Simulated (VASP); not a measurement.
Consider the following.

```yaml
crystal:
  lattice:
    - [3.49998, 0.00000, 0.00000]
    - [-1.74999, 3.03107, 0.00000]
    - [0.00000, 0.00000, 6.40676]
  atoms:
    - { symbol: Ti, position: [0.00000, 0.00000, 0.00000] }
    - { symbol: Ti, position: [0.00000, 0.00000, 0.50000] }
    - { symbol: Si, position: [0.33333, 0.66667, 0.25000] }
    - { symbol: Si, position: [0.66667, 0.33333, 0.75000] }
```

Calculation: r2SCAN meta-GGA, VASP's PBE PAW potentials (set 64) (plane waves; VASP 6.6.1). Numerical set-up: 400 eV cut-off, 11×11×6 Γ-centred mesh, tetrahedra with Blöchl corrections, potentials Ti_sv Si.

The cores are frozen, which limits the accuracy of field gradients.

Problem. Give the principal components of the electric field gradient (V/Å²) and the asymmetry η at each nucleus.

Solution. 
| atom | Vxx | Vyy | Vzz | η |
|---|---|---|---|---|
| Ti1 | 28.2 | 28.2 | -56.4 | 0.00 |
| Ti2 | 28.2 | 28.2 | -56.4 | 0.00 |
| Si3 | 10.4 | 10.4 | -20.8 | 0.00 |
| Si4 | 10.4 | 10.4 | -20.8 | 0.00 |

The structure was generated: TiSi was put into the NiAs type (P6_3/mmc), which need not be its known phase. It was relaxed first, which changed the volume by -18 %.
